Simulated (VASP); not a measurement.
Input for VASP

**KPOINTS**
```
Automatic mesh
0
Gamma
9 9 9
0 0 0
```

**POSCAR**
```
MgO
1
    0.0000000000     2.1108400000     2.1108400000
    2.1108400000     0.0000000000     2.1108400000
    2.1108400000     2.1108400000     0.0000000000
Mg O
1 1
Direct
  0.0000000000   0.0000000000   0.0000000000
  0.5000000000   0.5000000000   0.5000000000
```

**INCAR**
```
! general
SYSTEM   = MgO
PREC     = Accurate
ENCUT    = 400
LREAL    = F
LASPH    = T
ISYM     = 3

! electronic loop
EDIFF    = 1E-6
NELM     = 100
ALGO     = Normal

! smearing
ISMEAR   = 0
SIGMA    = 0.01

! functional
GGA      = PE
LHFCALC  = T
AEXX     = 0.25
HFRCUT   = -1
PRECFOCK = Fast

! ions
ISIF     = 2

! output
LWAVE    = F
LCHARG   = F
```

POTCAR, in this order: Mg O (PBE.64 set). Program: vasp_std.

Write an equivalent input for Ansatz.

One equivalent input (not run):
Ansatz 0.2 input:
```yaml
crystal:
  lattice:
    - [0.0000000, 2.1108400, 2.1108400]
    - [2.1108400, 0.0000000, 2.1108400]
    - [2.1108400, 2.1108400, 0.0000000]
  atoms:
    - { symbol: Mg, position: [0.0000000, 0.0000000, 0.0000000] }
    - { symbol: O, position: [0.5000000, 0.5000000, 0.5000000] }
kpoints:
  mp_grid: { grid: [9, 9, 9] }
hamiltonian:
  xc: pbe0
  pseudopotentials: { kind: paw }
scf:
  occupations: { method: gaussian, width: 0.01 }
  max_iter: 100
output: { forces: true, stress: true, eigenvalues: true }
```
What does not carry over: each code has its own PAW files, so the cut-off isn't converted (ENCUT is set for VASP's; basis.ecutwfc is left out, and Ansatz then takes the one that its files recommend); Ansatz stops its SCF on the density residual and VASP on the energy change (EDIFF).

The structure comes from a computed database's MgO entry; how it stands against other phases isn't given here. The cell was not relaxed at this level. The run is one of a series of settings (HFRCUT = -1, HFSCREEN removed against the base run), some of them coarse on purpose.
